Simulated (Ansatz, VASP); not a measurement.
# Cross-check of W7O6F30 (W7O6F30 (R-3)) between VASP and Ansatz

Aim: how closely do two programs agree when they are given the same cell, functional and k mesh? The structure shown is the start of the Ansatz relaxation below; VASP solves that cell, so the two are compared at the walk's first step.

Method: plane waves, with VASP 6.6.1 beside it; single point at PBEsol, in Ansatz 0.2.0.

### 1. The starting structure

The cell holds 43 atoms: 7 W, 6 O and 30 F. Its edges and angles: a = 10.980 Å, b = 10.980 Å, c = 10.980 Å, α = 50.2°, β = 50.2°, γ = 50.2°.

### 2. Ansatz: relaxation, PBEsol

Ansatz runs on its default PAW (the set named soft_2) files.

The two programs are compared at the cell with which this relaxation starts, whose forces are those of its first step.

input.yaml reads:

```yaml
crystal:
  lattice:
    - [4.6616299, 2.6913933, 9.5701794]
    - [-4.6616299, 2.6913933, 9.5701794]
    - [0.0, -5.3827865, 9.5701794]
  atoms:
    - { symbol: W, position: [1.0, 0.0, 0.0] }
    - { symbol: W, position: [0.232762, 0.605226, 0.920577] }
    - { symbol: W, position: [0.394774, 0.079423, 0.767238] }
    - { symbol: W, position: [0.079423, 0.767238, 0.394774] }
    - { symbol: W, position: [0.920577, 0.232762, 0.605226] }
    - { symbol: W, position: [0.605226, 0.920577, 0.232762] }
    - { symbol: W, position: [0.767238, 0.394774, 0.079423] }
    - { symbol: O, position: [0.23098, 0.977395, 0.908892] }
    - { symbol: O, position: [0.908892, 0.23098, 0.977395] }
    - { symbol: O, position: [0.977395, 0.908892, 0.23098] }
    - { symbol: O, position: [0.022605, 0.091108, 0.76902] }
    - { symbol: O, position: [0.091108, 0.76902, 0.022605] }
    - { symbol: O, position: [0.76902, 0.022605, 0.091108] }
    - { symbol: F, position: [0.519278, 0.909749, 0.910012] }
    - { symbol: F, position: [0.636291, 0.540571, 0.945439] }
    - { symbol: F, position: [0.540571, 0.945439, 0.636291] }
    - { symbol: F, position: [0.910012, 0.519278, 0.909749] }
    - { symbol: F, position: [0.099934, 0.747551, 0.788592] }
    - { symbol: F, position: [0.252449, 0.211408, 0.900066] }
    - { symbol: F, position: [0.909749, 0.910012, 0.519278] }
    - { symbol: F, position: [0.945439, 0.636291, 0.540571] }
    - { symbol: F, position: [0.378773, 0.460482, 0.801249] }
    - { symbol: F, position: [0.377182, 0.729141, 0.75088] }
    - { symbol: F, position: [0.270859, 0.24912, 0.622818] }
    - { symbol: F, position: [0.198751, 0.621227, 0.539518] }
    - { symbol: F, position: [0.539518, 0.198751, 0.621227] }
    - { symbol: F, position: [0.211408, 0.900066, 0.252449] }
    - { symbol: F, position: [0.24912, 0.622818, 0.270859] }
    - { symbol: F, position: [0.75088, 0.377182, 0.729141] }
    - { symbol: F, position: [0.788592, 0.099934, 0.747551] }
    - { symbol: F, position: [0.460482, 0.801249, 0.378773] }
    - { symbol: F, position: [0.801249, 0.378773, 0.460482] }
    - { symbol: F, position: [0.729141, 0.75088, 0.377182] }
    - { symbol: F, position: [0.622818, 0.270859, 0.24912] }
    - { symbol: F, position: [0.621227, 0.539518, 0.198751] }
    - { symbol: F, position: [0.054561, 0.363709, 0.459429] }
    - { symbol: F, position: [0.090251, 0.089988, 0.480722] }
    - { symbol: F, position: [0.747551, 0.788592, 0.099934] }
    - { symbol: F, position: [0.900066, 0.252449, 0.211408] }
    - { symbol: F, position: [0.089988, 0.480722, 0.090251] }
    - { symbol: F, position: [0.459429, 0.054561, 0.363709] }
    - { symbol: F, position: [0.363709, 0.459429, 0.054561] }
    - { symbol: F, position: [0.480722, 0.090251, 0.089988] }
basis:
  ecutwfc: 420
  xc_grid: 2
hamiltonian:
  xc: pbesol
kpoints:
  mp_grid: { grid: [4, 4, 4] }
scf:
  occupations: { method: fermi_dirac, width: 0.01 }
  max_iter: 150
output:
  forces: true
  stress: true
relax:
  f_tol: 0.01
  max_steps: 60
  cell: {}
checkpoint:
  write: "../pbesol.run"
  compress: false
  write_wavefunctions: false
  write_every: 100000
```

Started as:

```sh
ansatz run input.yaml --threads 4 --pin off --max-ram 6594MiB --backend cpu --events-out ev --progress --plain --runs-dir out
```

Numbers of over 12 decimals in the logs are rounded to 6 here.

Log:

```text
Engine: ansatz 0.2.0, x86_64-unknown-linux-gnu
Pseudopotentials: kind: paw
Pseudopotential: W, paw, valence charge 14, recommended cutoff 420 eV (normal), W.paw.azcp
Pseudopotential: O, paw, valence charge 6, recommended cutoff 420 eV (normal), O.paw.azcp
Pseudopotential: F, paw, valence charge 7, recommended cutoff 420 eV (normal), F.paw.azcp
Functional definition: PBEsol
  exchange = pbesol_x
  correlation = pbesol_c
Crystal: 43 atoms, lattice volume = 720.421 Å³
Basis set: ecut = 420 eV, 14089 PW (Γ), exchange–correlation on 150×150×150 points (8 copies of the dense FFT grid, shifted against one another)
Bands: 215, of which v1, the nominal top of the filled ones, is band 172 counted from 1 (171 counted from 0)
Symmetry: 6 space group operations
Space group: R-3 (ITA 148), of the structure as read, at distance tolerance 9.0e-5 Å
k-points: 14 of 64
Non-local potential: W, projectors of the file, l = 0: 3, l = 1: 2, l = 2: 2, l = 3: 1
Non-local potential: O, projectors of the file, l = 0: 2, l = 1: 2, l = 2: 1
Non-local potential: F, projectors of the file, l = 0: 2, l = 1: 2, l = 2: 1
PAW form: soft (Blöchl's): semilocal exchange-correlation on the pseudo side does not see the compensation charge
PAW frozen core: W, regenerated for the run's functional, and the local potential with it (the file was generated under x = pbe(κ = 0.804, μ = 0.219515), c = pbe(β = 0.066725))
PAW frozen core: O, regenerated for the run's functional, and the local potential with it (the file was generated under x = pbe(κ = 0.804, μ = 0.219515), c = pbe(β = 0.066725))
PAW frozen core: F, regenerated for the run's functional, and the local potential with it (the file was generated under x = pbe(κ = 0.804, μ = 0.219515), c = pbe(β = 0.066725))
PAW one-centre angular grid: W, 590 points (default); XC on 64 Gauss nodes
PAW one-centre angular grid: O, 110 points (default); XC on 64 Gauss nodes
PAW one-centre angular grid: F, 110 points (default); XC on 64 Gauss nodes
Initial density: superposition of atomic densities (neutral atoms: chi_scale 0, normalization atom), corrected by the library's trained network
Initial wavefunctions: pseudopotential atomic-orbital guess
Functional: x = pbesol(κ = 0.804, μ = 0.123457), c = pbesol(β = 0.046)
SCF iter   1: F=—  HF=-99186.570477 eV  |F-HF|=—  |Δ(HF+E_count)|=         —  Δρ=1.62e-2  dr2=1.55e0  ethr=1.77e-3  ⟨swp⟩=6.3  Hψ=10816  notcnv=0  defer=308
preconditioner: auto → Resta (q_TF=auto, 2.412 Å⁻¹)  ε∞=4.1  [insulator: Δε(μ)=2.834 eV  Ē_g=13.381 eV  σ=0.010 eV  W_gap=1.00  n_scr=180 (ndim 8)  ℏωp=23.5 eV  f_vac=0.322  D(μ)=0.00/eV (n_scr^D=0)  ε∞_Penn≈4.1]
SCF iter   2: F=—  HF=-99186.296766 eV  |F-HF|=—  |Δ(HF+E_count)|=   2.74e-1  Δρ=6.45e-3  dr2=2.91e-1  ethr=4.50e-4  ⟨swp⟩=2.0  Hψ=5034  notcnv=0  defer=524
SCF iter   3: F=—  HF=-99186.241037 eV  |F-HF|=—  |Δ(HF+E_count)|=   5.57e-2  Δρ=1.36e-3  dr2=9.53e-3  ethr=8.46e-5  ⟨swp⟩=2.0  Hψ=4076  notcnv=0  defer=524
SCF iter   4: F=—  HF=-99186.242189 eV  |F-HF|=—  |Δ(HF+E_count)|=   1.15e-3  Δρ=6.87e-4  dr2=3.30e-3  ethr=2.77e-6  ⟨swp⟩=4.6  Hψ=5039  notcnv=0  defer=524
SCF iter   5: F=—  HF=-99186.241874 eV  |F-HF|=—  |Δ(HF+E_count)|=   3.15e-4  Δρ=2.09e-4  dr2=2.76e-4  ethr=9.58e-7  ⟨swp⟩=2.3  Hψ=4137  notcnv=0  defer=524
SCF iter   6: F=—  HF=-99186.242075 eV  |F-HF|=—  |Δ(HF+E_count)|=   2.00e-4  Δρ=8.10e-5  dr2=5.78e-5  ethr=8.02e-8  ⟨swp⟩=2.0  Hψ=4810  notcnv=0  defer=524
SCF iter   7: F=—  HF=-99186.243198 eV  |F-HF|=—  |Δ(HF+E_count)|=   1.12e-3  Δρ=3.67e-5  dr2=1.04e-5  ethr=1.68e-8  ⟨swp⟩=2.1  Hψ=4598  notcnv=0  defer=524
SCF iter   8: F=—  HF=-99186.243205 eV  |F-HF|=—  |Δ(HF+E_count)|=   6.55e-6  Δρ=2.71e-5  dr2=5.23e-6  ethr=3.02e-9  ⟨swp⟩=2.0  Hψ=4334  notcnv=0  defer=524
SCF iter   9: F=—  HF=-99186.243206 eV  |F-HF|=—  |Δ(HF+E_count)|=   7.77e-7  Δρ=7.84e-6  dr2=5.90e-7  ethr=1.52e-9  ⟨swp⟩=2.0  Hψ=4334  notcnv=0  defer=524
SCF iter  10: F=-99186.243206 eV  HF=-99186.243206 eV  |F-HF|=8.43e-8  |Δ(HF+E_count)|=   5.29e-8  Δρ=3.12e-6  dr2=7.20e-8  ethr=2.91e-11  ⟨swp⟩=4.0  Hψ=9358  notcnv=0
SCF 1 converged in 10 iterations: F = -99186.243206 eV  dr2 = 7.20e-8
  greatest PAW one-centre occupation: 1.000 electrons in one spin orbital (limit 2), on the W atom at site 6 (counted from 0), in its partial waves of l = 0
relax step   1: F+E_penalty+E_count = -99186.24320576 eV  Δ(F+E_penalty+E_count) = +0.000e0 eV  max|allowed force component| = 1.200e0 eV/Å  Δτ_max = 0.0000 Å  P = -7.266 GPa  Ω = 720.421 Å³  (10 SCF iters, dr2 threshold 1.00e-7 eV, accepted)
Crystal: 43 atoms, lattice volume = 721.908 Å³
Basis set: ecut = 420 eV, 14167 PW (Γ), exchange–correlation on 150×150×150 points (8 copies of the dense FFT grid, shifted against one another)
Initial density: handed on by an earlier stage of this run
Initial wavefunctions: those handed on with the density
[...]
SCF iter   5: F=—  HF=-99187.483073 eV  |F-HF|=—  |Δ(HF+E_count)|=   1.92e-6  Δρ=2.35e-6  dr2=4.04e-8  ethr=2.67e-11  ⟨swp⟩=2.0  Hψ=4606  notcnv=0
SCF iter   6: F=—  HF=-99187.483073 eV  |F-HF|=—  |Δ(HF+E_count)|=   1.57e-8  Δρ=4.56e-7  dr2=1.37e-9  ethr=1.18e-11  ⟨swp⟩=2.0  Hψ=4606  notcnv=0
[...]
SCF converged after 8 iterations
Free energy (F): -99187.483073 eV
Harris-Foulkes:  -99187.483073 eV  (|F-HF|=7.28e-11)
Internal energy: -99187.483073 eV  (E = F + TS)
E sigma→0 (E₀):  -99187.483073 eV
Fermi energy:    0.123609 eV
--- Per-component energies (eV) ---
  E_band       = -5149.539841
  E_kinetic    = 10303.802750
  E_local      = -45570.402368  (includes V_loc(G=0)·N_el)
  E_nonlocal   = 2491.011495
  E_hartree    = 17947.364318
  E_xc         = -4611.039696
  E_vxc        = -5216.022505  (∫ρ·V_xc dr)
  E_paw        = -65756.473282  (= ΣΔE_a)
  E_vpaw       = -3052.734273  (= ΣTr[D̂ρ^β])
  E_aug_tail   = 0.076096  (compensation charges beyond the density's cutoff)
  E_ewald      = -13994.859937
  E_core_change = 3.037552  (= ΣΔE_core)
  E_smearing   = -0.000000  (= −TS)
  E_closure    = 0.000000  (closes the sum)
  Σ components = -99187.483073   (vs F -99187.483073, Δ=0.00e0)
--- Forces (eV/Å), atoms counted from 1 ---
  atom   1  W      0.00000000     0.00000000     0.00000000
  atom   2  W      0.00165983     0.00017178    -0.00088626
  atom   3  W      0.00068115     0.00152334     0.00088626
  atom   4  W      0.00097868    -0.00135157     0.00088626
  atom   5  W     -0.00097868     0.00135157    -0.00088626
  atom   6  W     -0.00068115    -0.00152334    -0.00088626
  atom   7  W     -0.00165983    -0.00017178     0.00088626
  atom   8  O     -0.00007205    -0.00031834    -0.00065585
  atom   9  O      0.00031172     0.00009678    -0.00065585
  atom  10  O     -0.00023967     0.00022157    -0.00065585
  atom  11  O      0.00023967    -0.00022157     0.00065585
  atom  12  O     -0.00031172    -0.00009678     0.00065585
  atom  13  O      0.00007205     0.00031834     0.00065585
  atom  14  F      0.00012254    -0.00032048     0.00005094
  atom  15  F      0.00018470     0.00013006    -0.00050047
  atom  16  F      0.00002029    -0.00022498    -0.00050047
  atom  17  F      0.00021627     0.00026637     0.00005094
  atom  18  F     -0.00041898     0.00013083    -0.00026230
  atom  19  F     -0.00032279    -0.00029744     0.00026230
  atom  20  F     -0.00033882     0.00005412     0.00005094
  atom  21  F     -0.00020499     0.00009492    -0.00050047
  atom  22  F     -0.00026485     0.00006333     0.00019517
  atom  23  F     -0.00031328    -0.00031389     0.00029828
  atom  24  F      0.00011520    -0.00042825    -0.00029828
[...]
atom  36  F      0.00020499    -0.00009492     0.00050047
  atom  37  F      0.00033882    -0.00005412    -0.00005094
  atom  38  F      0.00032279     0.00029744    -0.00026230
  atom  39  F      0.00041898    -0.00013083     0.00026230
  atom  40  F     -0.00021627    -0.00026637    -0.00005094
  atom  41  F     -0.00002029     0.00022498     0.00050047
  atom  42  F     -0.00018470    -0.00013006     0.00050047
  atom  43  F     -0.00012254     0.00032048    -0.00005094
  max |Σ_I F_I| component: 1.22e-18 eV/Å
--- Stress (GPa, compression-positive) ---
        0.049088       0.000000       0.000000
       -0.000000       0.049088      -0.000000
        0.000000      -0.000000       0.027212
  P = ⅓ Tr σ = 0.0418 GPa (0.418 kbar)
--- Relaxed structure (24 steps of the walk, 23 accepted, 5 SCFs on fresh bases) ---
  F+E_penalty+E_count = -99187.48307278 eV   max|allowed force component| = 1.660e-3 eV/Å   (the final SCF, on the basis selected at the relaxed cell)
  cell:  # Å, volume = 832.8319 Å³
    - [4.904179, 2.831429, 9.996180]
    - [-4.904179, 2.831429, 9.996180]
    - [-5.51791143223699e-18, -5.662858, 9.996180]
  atoms:
    - { symbol: W, position: [1.0, 0.0, 0.0] }
    - { symbol: W, position: [0.227093, 0.623338, 0.915299] }
    - { symbol: W, position: [0.376662, 0.084701, 0.772907] }
    - { symbol: W, position: [0.084701, 0.772907, 0.376662] }
    - { symbol: W, position: [0.915299, 0.227093, 0.623338] }
    - { symbol: W, position: [0.623338, 0.915299, 0.227093] }
    - { symbol: W, position: [0.772907, 0.376662, 0.084701] }
    - { symbol: O, position: [0.198302, 1.028914, 0.882906] }
    - { symbol: O, position: [0.882906, 0.198302, 1.028914] }
    - { symbol: O, position: [1.028914, 0.882906, 0.198302] }
    - { symbol: O, position: [-0.028914, 0.117094, 0.801698] }
    - { symbol: O, position: [0.117094, 0.801698, -0.028914] }
    - { symbol: O, position: [0.801698, -0.028914, 0.117094] }
    - { symbol: F, position: [0.465967, 0.899618, 0.924914] }
    - { symbol: F, position: [0.648158, 0.494907, 0.966425] }
    - { symbol: F, position: [0.494907, 0.966425, 0.648158] }
    - { symbol: F, position: [0.924914, 0.465967, 0.899618] }
    - { symbol: F, position: [0.100039, 0.738825, 0.800013] }
    - { symbol: F, position: [0.261175, 0.199987, 0.899961] }
    - { symbol: F, position: [0.899618, 0.924914, 0.465967] }
    - { symbol: F, position: [0.966425, 0.648158, 0.494907] }
    - { symbol: F, position: [0.334950, 0.453366, 0.854407] }
    - { symbol: F, position: [0.381171, 0.710385, 0.731219] }
    - { symbol: F, position: [0.289615, 0.268781, 0.618829] }
    - { symbol: F, position: [0.145593, 0.665050, 0.546634] }
    - { symbol: F, position: [0.546634, 0.145593, 0.665050] }
    - { symbol: F, position: [0.199987, 0.899961, 0.261175] }
    - { symbol: F, position: [0.268781, 0.618829, 0.289615] }
    - { symbol: F, position: [0.731219, 0.381171, 0.710385] }
    - { symbol: F, position: [0.800013, 0.100039, 0.738825] }
    - { symbol: F, position: [0.453366, 0.854407, 0.334950] }
    - { symbol: F, position: [0.854407, 0.334950, 0.453366] }
    - { symbol: F, position: [0.710385, 0.731219, 0.381171] }
    - { symbol: F, position: [0.618829, 0.289615, 0.268781] }
    - { symbol: F, position: [0.665050, 0.546634, 0.145593] }
    - { symbol: F, position: [0.033575, 0.351842, 0.505093] }
    - { symbol: F, position: [0.100382, 0.075086, 0.534033] }
    - { symbol: F, position: [0.738825, 0.800013, 0.100039] }
    - { symbol: F, position: [0.899961, 0.261175, 0.199987] }
    - { symbol: F, position: [0.075086, 0.534033, 0.100382] }
    - { symbol: F, position: [0.505093, 0.033575, 0.351842] }
    - { symbol: F, position: [0.351842, 0.505093, 0.033575] }
    - { symbol: F, position: [0.534033, 0.100382, 0.075086] }
```

Reading the cycles: dr2 is the Hartree energy of the density residual (eV), the measure of convergence; HF is the Harris–Foulkes estimate of the energy, which meets the free energy F at convergence.

(Part 1 of 2 ends here.)

[Lines on the potential files, build, host, timing and source positions are cut from VASP's logs without a mark.]

[Logs are printed without paths, hosts, clocks, repeated set-up lines and the standing remarks that a program may print on its own settings, such as how far it seeks lower states.]

[Hosts, paths, dates, database ids (printed as entryN), source tags and the programs' standing remarks are cut or masked in the printed files.]
